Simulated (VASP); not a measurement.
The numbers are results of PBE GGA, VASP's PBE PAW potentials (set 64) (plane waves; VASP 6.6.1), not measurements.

VASP input:

INCAR:
```
LWAVE = .False.
EDIFFG = -0.01   # ionic stop
ISIF = 3
NELM = 100   # most electronic steps
LMAXMIX = 4
SYSTEM = TiCo
EDIFF = 1E-7
GGA = PE   # PBE
IBRION = 2   # conjugate gradients
ENCUT = 480
ALGO = Normal   # blocked Davidson
PSTRESS = 10
LASPH = .True.   # aspherical one-centre terms
SIGMA = 0.1   # width (eV)
LCHARG = .False.
ISMEAR = 1   # Methfessel-Paxton
LREAL = .False.   # projection in real space or not
NSW = 40
PREC = Accurate
```

**POSCAR**
```
TiCo
1
    2.9658424470     0.0000000000     0.0000000000
    0.0000000000     2.9658424470     0.0000000000
    0.0000000000     0.0000000000     2.9658424470
Ti Co
1 1
Direct
  0.0000000000   0.0000000000   0.0000000000
  0.5000000000   0.5000000000   0.5000000000
```

**KPOINTS**
```
Automatic mesh
0
Gamma
12 12 12
0 0 0
```

POTCAR, in this order: Ti_sv Co (PBE.64 set). Program: vasp_std.

Question: Estimate the energy per atom (σ→0), volume per atom, band gap (on the k-mesh).

Answer: 
The energy per atom (σ→0) is -7.816 eV/atom and the band gap (on the k-mesh) comes out as none (metal, semimetal or under 0.01 eV). The volume per atom is 13.00 Å³/atom.

OSZICAR:
```
...
DAV:   3    -0.156324251705E+02    0.14072E-01   -0.87306E-02  3466   0.327E+00    0.171E-01
DAV:   4    -0.156322808254E+02    0.14435E-03   -0.11257E-03  2670   0.303E-01    0.892E-02
DAV:   5    -0.156322759255E+02    0.49000E-05   -0.33906E-04  3382   0.122E-01    0.384E-02
DAV:   6    -0.156323039506E+02   -0.28025E-04   -0.43656E-05  3182   0.693E-02    0.449E-02
DAV:   7    -0.156323029622E+02    0.98841E-06   -0.76695E-05  3592   0.798E-02    0.587E-03
DAV:   8    -0.156323030030E+02   -0.40780E-07   -0.25991E-06  3000   0.160E-02    0.159E-03
DAV:   9    -0.156323029913E+02    0.11723E-07   -0.14556E-07  1664   0.430E-03
   3 F= -.15469978E+02 E0= -.15469468E+02  d E =-.135713E-03
```

The compound is TiCo in the CsCl type structure. This run relaxes it under an external pressure of 1 GPa. Symmetry was kept, so distortions that lower it aren't found. The run is not spin-polarised, so no magnetic state was tried. The electron count is odd and the run is not spin-polarised, which forces a metal.
